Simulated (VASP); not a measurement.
An input for Quantum ESPRESSO's pw.x (written as the equivalent of a VASP run, and not itself run):

```
&CONTROL
  calculation = 'scf'
  pseudo_dir = './pseudo'
  outdir = './out'
  tprnfor = .true.
  tstress = .true.
/
&SYSTEM
  ibrav = 0
  nat = 4
  ntyp = 2
  ecutwfc = 84
  occupations = 'tetrahedra'
  input_dft = 'vdw-df2'
/
&ELECTRONS
  conv_thr = 7.3e-09
  electron_maxstep = 100
/
ATOMIC_SPECIES
  Al 26.982 Al.upf
  N 14.007 N.upf
CELL_PARAMETERS angstrom
     1.5750494   -2.7280656    0.0000000
     1.5750494    2.7280656    0.0000000
     0.0000000    0.0000000    5.0786049
ATOMIC_POSITIONS crystal
  Al   0.6666670  0.3333330  0.5008200
  Al   0.3333330  0.6666670  0.0008200
  N    0.6666670  0.3333330  0.8811800
  N    0.3333330  0.6666670  0.3811800
K_POINTS automatic
  9 9 5 0 0 0
```

Problem. Write the VASP files for the same calculation (vdW-DF2).

Solution. One answer among several that fit: 
**POSCAR**
```
AlN
10.157210
  0.1550671327  -0.2685841519   0.0000000000
  0.1550671327   0.2685841519   0.0000000000
  0.0000000000   0.0000000000   0.4999999915
Al N
2 2
direct
  0.6666670000   0.3333330000   0.5008199971
  0.3333330000   0.6666670000   0.0008199971
  0.6666670000   0.3333330000   0.8811800029
  0.3333330000   0.6666670000   0.3811800029
```

### INCAR
```
SYSTEM = AlN
PREC = Accurate; ENCUT = 520; LREAL = .FALSE.
LASPH = .TRUE.
EDIFF = 1E-7; NELM = 100; ALGO = Normal
ISMEAR = -5
GGA = ML; LUSE_VDW = .TRUE.; AGGAC = 0.0
ZAB_VDW = -1.8867
ISIF = 2
LWAVE = .FALSE.; LCHARG = .TRUE.; LORBIT = 11
NEDOS = 601
LEFG = .TRUE.
```

KPOINTS:
```
Automatic mesh
0
Gamma
9 9 5
0 0 0
```

POTCAR, in this order: Al N (PBE.64 set). Program: vasp_std.

What does not carry over: the potentials are each code's own (VASP's PAW set, PseudoDojo norm-conserving files in pw.x), so ENCUT and ecutwfc are chosen apart and not converted; conv_thr bounds pw.x's estimated SCF error, while EDIFF bounds the energy change between steps; the field gradients of LEFG aren't asked of the other code.

The compound is AlN in the wurtzite structure. It was relaxed first.
